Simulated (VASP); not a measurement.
# Ga3BSb2 (P6/mmm) in VASP: notebook

The runs below take Ga3BSb2 through relaxation of cell and atoms, with PBE.

All numbers are computed with VASP 6.6.1; they aren't measurements. Logs are shortened: lines on timing, memory, paths and dates and some standing lists are left out, and cuts for length are marked.

### 1 Starting point

It takes space group P6/mmm (No. 191, hexagonal). Conventional cell: a = 4.173 Å, b = 4.173 Å, c = 8.583 Å, α = 90.00°, β = 90.00°, γ = 120.00°. Around Ga (site symmetry -6m2) lie 6 Ga at 2.41 Å. Around Ga (site symmetry 6/mmm) lie 2 Sb at 2.23 Å and 6 Ga at 2.41 Å. Around B (site symmetry 6/mmm) lie 2 Sb at 2.07 Å. Around Sb (site symmetry 6mm) lie 1 B at 2.07 Å and 1 Ga at 2.23 Å.

The cell was built by a generator and needn't be a form met in nature.

### 2 Relaxation of cell and atoms, PBE

INCAR

```
SYSTEM = Ga3BSb2
PREC = Normal
ENCUT = 520
EDIFF = 1E-4
ISMEAR = 0
SIGMA = 0.15
LREAL = .False.
LASPH = .True.
NELM = 60
ALGO = Fast
ISIF = 3
LWAVE = .False.
LCHARG = .False.
GGA = PE
IBRION = 2
NSW = 24
EDIFFG = -0.08
KPAR = 2
```

KPOINTS

```
regular mesh
0
Gamma
  5 5 2
  0 0 0
```

POSCAR

```
Ga3BSb2
1.0
    4.1734021500      0.0000000000      0.0000000000
   -2.0867010700      3.6142722800      0.0000000000
    0.0000000000      0.0000000000      8.5828162300
Ga B Sb
3 1 2
Direct
    0.3333333300      0.6666666700      0.0000000000
    0.6666666700      0.3333333300      0.0000000000
    0.0000000000      0.0000000000      0.0000000000
    0.0000000000      0.0000000000      0.5000000000
    0.0000000000      0.0000000000      0.2592993000
    0.0000000000      0.0000000000      0.7407007000
```

Potentials or basis: VASP PAW PBE potentials, release 64 (Ga_d, B, Sb).

Started as:

```sh
cat potpaw_PBE.64/Ga_d/POTCAR potpaw_PBE.64/B/POTCAR potpaw_PBE.64/Sb/POTCAR > POTCAR
mpirun -np 2 vasp_std > vasp.out
```

OUTCAR:

```text
SYSTEM = Ga3BSb2
   PREC = Normal
   ENCUT = 520
   EDIFF = 1E-4
   ISMEAR = 0
   LREAL = .False.
   LASPH = .True.
   NELM = 60
   ISIF = 3
   GGA = PE
   IBRION = 2
   NSW = 24
   EDIFFG = -0.08

 ion  position               nearest neighbor table
   1  0.333  0.667  0.000-   3 2.41   2 2.41   2 2.41   3 2.41   3 2.41   2 2.41   5 3.28   6 3.28
                             6 3.28   5 3.28   6 3.28   5 3.28
   2  0.667  0.333  0.000-   3 2.41   1 2.41   1 2.41   3 2.41   3 2.41   1 2.41   5 3.28   6 3.28
                             5 3.28   6 3.28   5 3.28   6 3.28
   3  0.000  0.000  0.000-   5 2.23   6 2.23   1 2.41   2 2.41   1 2.41   2 2.41   2 2.41   1 2.41

   4  0.000  0.000  0.500-   5 2.07   6 2.07
   5  0.000  0.000  0.259-   4 2.07   3 2.23   1 3.28   2 3.28   1 3.28   2 3.28   2 3.28   1 3.28

   6  0.000  0.000  0.741-   4 2.07   3 2.23   1 3.28   2 3.28   1 3.28   2 3.28   2 3.28   1 3.28

  LATTYP: Found a hexagonal cell.
 ALAT       =     4.1734021500
 C/A-ratio  =     2.0565514469

  Lattice vectors:

 A1 = (   4.1734021500,   0.0000000000,   0.0000000000)
 A2 = (  -2.0867010700,   3.6142722800,   0.0000000000)
 A3 = (   0.0000000000,   0.0000000000,   8.5828162300)

Analysis of symmetry for initial positions (statically):
=====================================================================
 Subroutine PRICEL returns:
 Original cell was already a primitive cell.

 Routine SETGRP: Setting up the symmetry group for a
 hexagonal supercell.

 Subroutine GETGRP returns: Found 24 space group operations
 (whereof 24 operations were pure point group operations)
 out of a pool of 24 trial point group operations.

The static configuration has the point symmetry D_6h.

Analysis of symmetry for dynamics (positions and initial velocities):
=====================================================================
 Subroutine PRICEL returns:
 Original cell was already a primitive cell.

 Routine SETGRP: Setting up the symmetry group for a
 hexagonal supercell.

 Subroutine GETGRP returns: Found 24 space group operations
 (whereof 24 operations were pure point group operations)
 out of a pool of 24 trial point group operations.

The dynamic configuration has the point symmetry D_6h.

 Subroutine INISYM returns: Found 24 space group operations
 (whereof 24 operations are pure point group operations),
 and found     1 'primitive' translations

----------------------------------------------------------------------------------------

                                     Primitive cell

  volume of cell :     129.4616

  direct lattice vectors                    reciprocal lattice vectors
     4.173402150  0.000000000  0.000000000     0.239612662  0.138340435  0.000000000
    -2.086701070  3.614272280  0.000000000     0.000000000  0.276680870  0.000000000
[... 83 lines left out ...]
   NFREE  =      1    steps in history (QN), initial steepest desc. (CG)
   ISIF   =      3    stress and relaxation
   ISYM   =      2    0-nonsym 1-usesym 2-fastsym
   POTIM  = 0.5000    time-step for ionic-motion
   TEBEG  =    0.0;   TEEND  =   0.0 temperature during run
   PSTRESS=    0.0 pullay stress
   NELECT =      52.0000    total number of electrons
   NUPDOWN=      -1.0000    fix difference up-down
   EMIN   =  10.00;   EMAX   =-10.00  energy-range for DOS
   EFERMI =   0.00;   METHOD = LEGACY
   ISMEAR =     0;   SIGMA  =   0.15  broadening in eV -4-tet -1-fermi 0-gaus
   EFERMI_NEDOS =   21; number of points for ismear=-14 and -15
   IALGO  =     68    algorithm
   IMIX   =      4    mixing-type and parameters
     AMIX     =   0.40;   BMIX     =  1.00
     AMIX_MAG =   1.60;   BMIX_MAG =  1.00
  volume/ion in A,a.u.               =      21.58       145.61
  Fermi-wavevector in a.u.,A,eV,Ry     =   1.207894  2.282589 19.851021  1.459009
  Thomas-Fermi vector in A             =   2.343518
   LORBIT       =      0    0 simple, 1 ext, 2 COOP (PROOUT), +10 PAW based schemes
   GGA     = PE    functional components
   LHFCALC =     F    Hartree Fock is set to
   AEXX    =    0.0000 exact exchange contribution
   IVDW    =     0    specifies the selected vdW correction
   LEPSILON=     F    determine dielectric tensor
   LRPA    =     F    only Hartree local field effects (RPA)
 conjugate gradient relaxation of ions
 non-spin polarized calculation
 RMM-DIIS sequential band-by-band and
 Gauss-broadening in eV      SIGMA  =   0.15
  energy-cutoff  :      520.00
  volume of cell :      129.46
 maximum number of plane-waves:      3508
   NGX = 15   NGY = 15   NGZ = 31

--------------------------------------- Ionic step        1  -------------------------------------------

 number of electron      51.9999815 magnetization

 Free energy of the ion-electron system (eV)
  ---------------------------------------------------
  ext. energy  EPLUGINS =         0.00000000
  ---------------------------------------------------
  free energy    TOTEN  =       -13.69150539 eV

  energy without entropy =      -13.67222811  energy(sigma->0) =      -13.68186675

 E-fermi :   5.6814     XC(G=0):  -9.7661

 val. band max:        5.5281643832   @ k =   0.2000  -0.0000   0.0000
 cond. band min:       5.7589825315   @ k =   0.2000   0.2000   0.5000
 fundamental gap:      0.2308181484
 Fermi energy:         5.6814091096

 k-point     1 :       0.0000    0.0000    0.0000
  band No.  band energies     occupation
      1     -11.4974      2.00000
      2     -11.0739      2.00000
      3     -11.0739      2.00000
      4     -11.0394      2.00000
      5     -11.0394      2.00000
      6     -10.5909      2.00000
[... 442 lines left out ...]
  FREE ENERGIE OF THE ION-ELECTRON SYSTEM (eV)
  ---------------------------------------------------
  free  energy   TOTEN  =       -18.2793121904 eV

  energy  without entropy=      -18.2229593533  energy(sigma->0) =      -18.25113577

[... ionic steps 4 to 13 ...]

--------------------------------------- Ionic step       14  -------------------------------------------

 number of electron      51.9999805 magnetization

------------------------ aborting loop because EDIFF is reached ----------------------------------------
[... 75 lines left out ...]
--------------------------------------- Ionic step       16  -------------------------------------------

 number of electron      51.9999811 magnetization

 Free energy of the ion-electron system (eV)
  ---------------------------------------------------
  ext. energy  EPLUGINS =         0.00000000
  ---------------------------------------------------
  free energy    TOTEN  =       -18.42880531 eV

  energy without entropy =      -18.39766821  energy(sigma->0) =      -18.41323676

 E-fermi :   2.0522     XC(G=0):  -7.9633

 val. band max:        1.9781138724   @ k =   0.4000   0.2000   0.0000
 cond. band min:       2.0582430258   @ k =   0.0000   0.0000   0.5000
 fundamental gap:      0.0801291534
 Fermi energy:         2.0521763463

 k-point     1 :       0.0000    0.0000    0.0000
  band No.  band energies     occupation
      1     -13.2962      2.00000
      2     -13.1174      2.00000
      3     -13.1174      2.00000
      4     -13.1152      2.00000
      5     -13.1152      2.00000
      6     -13.1070      2.00000
[... 362 lines left out ...]
  FREE ENERGIE OF THE ION-ELECTRON SYSTEM (eV)
  ---------------------------------------------------
  free  energy   TOTEN  =       -18.4288053104 eV

  energy  without entropy=      -18.3976682138  energy(sigma->0) =      -18.41323676

 reached required accuracy - stopping structural energy minimisation
```

OSZICAR:

```text
N       E                     dE             d eps       ncg     rms          rms(c)
DAV:   1     0.422904790583E+03    0.42290E+03   -0.24912E+04   641   0.242E+03
DAV:   2     0.402699239997E+02   -0.38263E+03   -0.37536E+03   648   0.576E+02
DAV:   3    -0.123350349674E+02   -0.52605E+02   -0.51975E+02   732   0.164E+02
[... 132 lines left out ...]
DAV:   1    -0.184454138556E+02   -0.19555E-01   -0.46069E-01   655   0.534E+00    0.747E-01
RMM:   2    -0.184334442318E+02    0.11970E-01   -0.41903E-02   753   0.199E+00    0.393E-01
RMM:   3    -0.184299615541E+02    0.34827E-02   -0.79640E-03   727   0.732E-01    0.200E-01
RMM:   4    -0.184288102120E+02    0.11513E-02   -0.26616E-03   715   0.353E-01    0.364E-02
RMM:   5    -0.184288053104E+02    0.49016E-05   -0.69696E-04   507   0.207E-01
  16 F= -.18428805E+02 E0= -.18413237E+02  d E =-.289545E-02
```

CONTCAR:

```text
Ga3BSb2
   1.00000000000000
     4.8488530478228125    0.0000000010305795   -0.0000000000000000
    -2.4244265172096653    4.1992299149142278    0.0000000000000000
     0.0000000000000000    0.0000000000000000    9.7133174567686211
  Ga              B               Sb
     3     1     2
Direct
     0.3333333300000021    0.6666666699999979    1.0000000000000000
     0.6666666699999979    0.3333333300000021    1.0000000000000000
     1.0000000000000000    1.0000000000000000    1.0000000000000000
     1.0000000000000000    1.0000000000000000    0.5000000000000000
     0.0000000000000000    0.0000000000000000    0.2874542452970654
     1.0000000000000000    1.0000000000000000    0.7125457547029345

  0.00000000E+00  0.00000000E+00  0.00000000E+00
  0.00000000E+00  0.00000000E+00  0.00000000E+00
  0.00000000E+00  0.00000000E+00  0.00000000E+00
  0.00000000E+00  0.00000000E+00  0.00000000E+00
  0.00000000E+00  0.00000000E+00  0.00000000E+00
  0.00000000E+00  0.00000000E+00  0.00000000E+00
```

It took 2.6 min on 2 MPI ranks of Intel Xeon Platinum 8259CL at 2.50GHz (Skylake/Cascade Lake), shared host; peak memory 0.18 GiB.

Results:

| Property | Result |
| --- | --- |
| Free energy | -18.4288 eV |
| Relaxed volume | 32.96 Å³/atom |
| Relaxed cell | a = 4.849 Å, b = 4.849 Å, c = 9.713 Å, α = 90.00°, β = 90.00°, γ = 120.00° |
| Space group after relaxing (to 0.05 Å) | P6/mmm (No. 191) |
| Energy gained by relaxing | 789.5 meV/atom |
| Ionic steps | 16 |
| Pressure after relaxing | -0.2 GPa |
| Largest force after relaxing | 0.006 eV/Å |
| Band gap on the k mesh | none (metal or under the smearing width) |

Forces on the atoms (eV/Å):
```
Ga   0.000  0.000  0.000
Ga   0.000  0.000  0.000
Ga   0.000  0.000  0.000
B    0.000  0.000  0.000
Sb   0.000  0.000 -0.006
Sb   0.000  0.000  0.006
```

Step by step:
```csv
step,energy change (eV),largest force (eV/Å),pressure (GPa),volume (Å³)
1,0.0000,6.9886,27.68,129.46
2,-4.4198,0.7505,-2.33,212.09
3,-4.5878,0.7417,0.60,181.73
4,-4.6089,0.6682,-0.37,189.41
5,-4.6093,0.6888,-0.25,188.05
6,-4.6733,0.5602,0.97,187.79
7,-4.6787,0.2544,0.59,187.86
8,-4.6970,0.2254,0.13,190.67
9,-4.7017,0.2147,0.08,191.56
10,-4.7098,0.1903,-0.06,193.36
11,-4.7203,0.1357,-0.54,196.96
12,-4.7320,0.2235,-0.02,197.04
13,-4.7340,0.2529,-0.08,197.07
14,-4.7327,0.2978,0.21,197.11
15,-4.7344,0.2653,0.13,197.08
16,-4.7373,0.0056,-0.24,197.78
```

Final structure:
```
CELL_PARAMETERS angstrom
4.84885 0.00000 0.00000
-2.42443 4.19923 0.00000
0.00000 0.00000 9.71332
ATOMIC_POSITIONS crystal
Ga 0.33333 0.66667 0.00000
Ga 0.66667 0.33333 0.00000
Ga 0.00000 0.00000 0.00000
B 0.00000 0.00000 0.50000
Sb 0.00000 0.00000 0.28745
Sb 0.00000 0.00000 0.71255
```

Caveat: the k mesh is coarse (spacing up to 0.37 Å⁻¹), so the values aren't converged; the volume moved by over 15 % at a fixed basis, so the end points are rough; the relaxation stopped at a loose force limit of 0.08 eV/Å, so its end isn't a converged minimum. The run has no spin-orbit coupling, so splittings on Sb are missing.

### 3 Relaxation of cell and atoms, PBE

This run uses another cell than the first one, of 19.55 Å³/atom, 0.906 times its volume.

INCAR is that of step 2.

KPOINTS

```
regular mesh
0
Gamma
  4 4 3
  0 0 0
```

POSCAR

```
Ga3BSb2
1.0
    4.3600000000      0.0000000000      0.0000000000
    0.0000000000      4.3600000000      0.0000000000
    0.0000000000      0.0000000000      6.1700000000
Ga B Sb
3 1 2
Direct
    0.5000000000      0.5000000000      0.0000000000
    0.5000000000      0.5000000000      0.5000000000
    0.0000000000      0.0000000000      0.5000000000
    0.0000000000      0.0000000000      0.0000000000
    0.5000000000      0.0000000000      0.7800000000
    0.0000000000      0.5000000000      0.2200000000
```

Potentials or basis: VASP PAW PBE potentials, release 64 (Ga_d, B, Sb).

Started as:

```sh
cat potpaw_PBE.64/Ga_d/POTCAR potpaw_PBE.64/B/POTCAR potpaw_PBE.64/Sb/POTCAR > POTCAR
mpirun -np 2 vasp_std > vasp.out
```

It took 79 s on 2 MPI ranks of Intel Xeon Platinum 8259CL at 2.50GHz (Skylake/Cascade Lake), shared host; peak memory 0.18 GiB.

It converged, with:

| Property | Result |
| --- | --- |
| Free energy | -20.0741 eV |
| Relaxed volume | 24.48 Å³/atom |
| Relaxed cell | a = 4.688 Å, b = 4.688 Å, c = 6.681 Å, α = 90.00°, β = 90.00°, γ = 90.00° |
| Space group after relaxing (to 0.05 Å) | P-4m2 (No. 115) |
| Energy gained by relaxing | 190.6 meV/atom |
| Ionic steps | 9 |
| Pressure after relaxing | 0.1 GPa |
| Largest force after relaxing | 0.038 eV/Å |
| Band gap on the k mesh | none (metal or under the smearing width) |

Forces on the atoms (eV/Å):
```
Ga   0.000  0.000  0.000
Ga   0.000  0.000  0.000
Ga   0.000  0.000  0.000
B    0.000  0.000  0.000
Sb   0.000  0.000  0.038
Sb   0.000  0.000 -0.038
```

Stress tensor (GPa, compression positive):
```
-0.05  0.00  0.00
 0.00 -0.05  0.00
 0.00  0.00  0.31
```

Step by step:
```tsv
step	energy change (eV)	largest force (eV/Å)	pressure (GPa)	volume (Å³)
1	0.0000	0.4341	14.48	117.29
2	-1.0403	0.5673	-1.15	149.89
3	-1.0533	0.5623	0.58	145.33
4	-1.0523	0.5628	-0.65	147.07
5	-1.0534	0.5637	0.09	146.28
6	-1.0810	0.4713	-0.25	146.39
7	-1.1353	0.1836	-0.03	146.71
8	-1.0747	0.6196	0.53	147.35
9	-1.1434	0.0378	0.07	146.85
```

Final structure:
```
Ga B Sb
1.0
     4.68834    0.00000    0.00000
     0.00000    4.68834    0.00000
     0.00000    0.00000    6.68113
Ga B Sb
3 1 2
Direct
  0.50000 0.50000 0.00000
  0.50000 0.50000 0.50000
  0.00000 0.00000 0.50000
  0.00000 0.00000 0.00000
  0.50000 0.00000 0.80436
  0.00000 0.50000 0.19564
```

Levels at points of the mesh, in eV from the Fermi level:
```
           k point  band 22  band 23  band 24  band 25  band 26  band 27  band 28  band 29  band 30  band 31
(0.00, 0.00, 0.00)    -2.64    -2.10    -1.65    -1.11    -1.11    -0.15    -0.02    -0.02     0.30     3.55
(0.50, 0.00, 0.00)    -2.61    -2.61    -1.64    -1.32    -0.15    -0.09     1.40     1.84     2.52     2.59
(0.50, 0.50, 0.00)    -3.68    -3.61    -3.61    -3.44    -0.51    -0.51     3.37     3.37     3.75     4.11
```

Caveat: the k mesh is coarse (spacing up to 0.36 Å⁻¹), so the values aren't converged; the volume moved by over 15 % at a fixed basis, so the end points are rough; the relaxation stopped at a loose force limit of 0.08 eV/Å, so its end isn't a converged minimum.

### 4 Relaxation of cell and atoms, PBE

This run uses another cell than the first one, of 21.73 Å³/atom, 1.007 times its volume.

INCAR is that of step 3.

KPOINTS is that of step 3.

POSCAR

```
Ga3BSb2
1.0
    4.3505917100      0.0000000000      0.0000000000
    0.0000000000      4.3505917100      0.0000000000
    0.0000000000      0.0000000000      6.8898737000
Ga B Sb
3 1 2
Direct
    0.5000000000      0.5000000000      0.7771611200
    0.5000000000      0.5000000000      0.2228388800
    0.0000000000      0.0000000000      0.0000000000
    0.5000000000      0.5000000000      0.0000000000
    0.0000000000      0.0000000000      0.5000000000
    0.5000000000      0.5000000000      0.5000000000
```

Started as:

```sh
cat potpaw_PBE.64/Ga_d/POTCAR potpaw_PBE.64/B/POTCAR potpaw_PBE.64/Sb/POTCAR > POTCAR
mpirun -np 2 vasp_std > vasp.out
```

It took 3 min on 2 MPI ranks of Intel Xeon Platinum 8259CL at 2.50GHz (Skylake/Cascade Lake), shared host; peak memory 0.19 GiB.

Results (log left out):

```yaml
Free_energy: -19.1258 eV
Relaxed_volume: 26.78 Å³/atom
Relaxed_cell: a = 4.110 Å, b = 4.110 Å, c = 9.509 Å, α = 90.00°, β = 90.00°, γ = 90.00°
Space_group_after_relaxing_to_0.05_Å: P4/mmm (No. 123)
Energy_gained_by_relaxing: 2010.2 meV/atom
Ionic_steps: 14
Pressure_after_relaxing: 0.3 GPa
Largest_force_after_relaxing: 0.050 eV/Å
Band_gap_on_the_k_mesh: none (metal or under the smearing width)
```

Forces on the atoms (eV/Å):
```
Ga   0.000  0.000  0.050
Ga   0.000  0.000 -0.050
Ga   0.000  0.000  0.000
B    0.000  0.000  0.000
Sb   0.000  0.000  0.000
Sb   0.000  0.000  0.000
```

Stress tensor (GPa, compression positive):
```
0.40 0.00 0.00
0.00 0.40 0.00
0.00 0.00 0.16
```

The path:
| step | energy change (eV) | largest force (eV/Å) | pressure (GPa) | volume (Å³) |
| --- | --- | --- | --- | --- |
| 1 | 0.0000 | 3.5324 | 49.24 | 130.41 |
| 2 | -4.7853 | 0.7952 | -13.20 | 259.39 |
| 3 | -11.6191 | 0.7068 | -3.73 | 187.65 |
| 4 | -11.6518 | 0.7505 | -3.54 | 185.88 |
| 5 | -11.7026 | 1.1558 | -1.84 | 178.14 |
| 6 | -11.7050 | 1.1162 | -2.39 | 180.11 |
| 7 | -11.9764 | 0.2397 | -1.44 | 170.69 |
| 8 | -12.0370 | 0.0387 | -1.03 | 166.47 |
| 9 | -12.0288 | 0.4862 | 0.66 | 158.14 |
| 10 | -12.0552 | 0.1306 | -0.44 | 163.15 |
| 11 | -12.0556 | 0.2655 | -0.45 | 162.60 |
| 12 | -12.0616 | 0.0266 | 0.57 | 160.40 |
| 13 | -12.0612 | 0.1469 | -0.12 | 160.84 |
| 14 | -12.0615 | 0.0505 | 0.32 | 160.66 |

Final structure:
```xyz
6
Lattice="4.1105 0.0000 0.0000 0.0000 4.1105 0.0000 0.0000 0.0000 9.5090" Properties=species:S:1:pos:R:3 pbc="T T T"
Ga    2.0552    2.0552    7.4709
Ga    2.0552    2.0552    2.0381
Ga    0.0000    0.0000    9.5090
B     2.0552    2.0552    9.5090
Sb    0.0000    0.0000    4.7545
Sb    2.0552    2.0552    4.7545
```

Levels at points of the mesh, in eV from the Fermi level:
```csv
k point,band 24,band 25,band 26,band 27,band 28,band 29
"(0.00, 0.00, 0.00)",-1.85,-0.46,-0.46,0.79,2.38,2.85
"(0.50, 0.00, 0.00)",-0.45,0.00,0.59,0.65,0.69,1.01
"(0.50, 0.50, 0.00)",-2.61,-2.40,-0.96,-0.55,0.11,0.11
```

Caveat: the k mesh is coarse (spacing up to 0.36 Å⁻¹), so the values aren't converged; the volume moved by over 15 % at a fixed basis, so the end points are rough; the relaxation stopped at a loose force limit of 0.08 eV/Å, so its end isn't a converged minimum. Spin-orbit coupling is left out, which matters for the levels of Sb.
